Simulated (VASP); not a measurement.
VASP input:

KPOINTS:
```
Regular mesh
0
Gamma
8 8 8
```

### POSCAR
```
CdS
1
    0.0000000000     2.9620593505     2.9620593505
    2.9620593505     0.0000000000     2.9620593505
    2.9620593505     2.9620593505     0.0000000000
Cd S
1 1
Direct
  0.0000000000   0.0000000000   0.0000000000
  0.2500000000   0.2500000000   0.2500000000
```

**INCAR**
```
GGA = PE   ! PBE
LREAL = .FALSE.   ! projection in real space or not
LWAVE = .FALSE.
NELM = 100   ! most electronic steps
SYSTEM = CdS
ALGO = Normal
LASPH = .TRUE.
ENCUT = 520   ! plane-wave cut-off (eV)
ISMEAR = 0   ! Gaussian
EDIFF = 1E-7
LCHARG = .FALSE.
LMAXMIX = 4   ! l cut-off of mixed one-centre charges
PREC = Accurate
ISIF = 2   ! forces and stress, cell fixed
SIGMA = 0.05
IVDW = 11   ! D3, zero damping
```

POTCAR, in this order: Cd S (PBE.64 set). Program: vasp_std.

Problem. Write an equivalent input for Quantum ESPRESSO's pw.x.

Solution. One equivalent input (not run):
```
&CONTROL
  calculation = 'scf'
  pseudo_dir = './pseudo'
  outdir = './out'
  tprnfor = .true.
  tstress = .true.
/
&SYSTEM
  ibrav = 0
  nat = 2
  ntyp = 2
  ecutwfc = 102
  occupations = 'smearing'
  smearing = 'gaussian'
  degauss = 0.003675
  input_dft = 'pbe'
  vdw_corr = 'grimme-d3'
  dftd3_version = 3
  dftd3_threebody = .false.
/
&ELECTRONS
  conv_thr = 7.3e-09
  electron_maxstep = 100
/
ATOMIC_SPECIES
  Cd 112.414 Cd.upf
  S 32.060 S.upf
CELL_PARAMETERS angstrom
     0.0000000    2.9620594    2.9620594
     2.9620594    0.0000000    2.9620594
     2.9620594    2.9620594    0.0000000
ATOMIC_POSITIONS crystal
  Cd   0.0000000  0.0000000  0.0000000
  S    0.2500000  0.2500000  0.2500000
K_POINTS automatic
  8 8 8 0 0 0
```
The two are equivalent in intent, not identical: the potentials are each code's own (VASP's PAW set, PseudoDojo norm-conserving files in pw.x), so ENCUT and ecutwfc are chosen apart and not converted; conv_thr bounds pw.x's estimated SCF error, while EDIFF bounds the energy change between steps.

The compound is CdS in the zinc blende structure, a metastable form; wurtzite is the usual one. This cell is one point of a volume scan, at 1.03 of the reference volume.
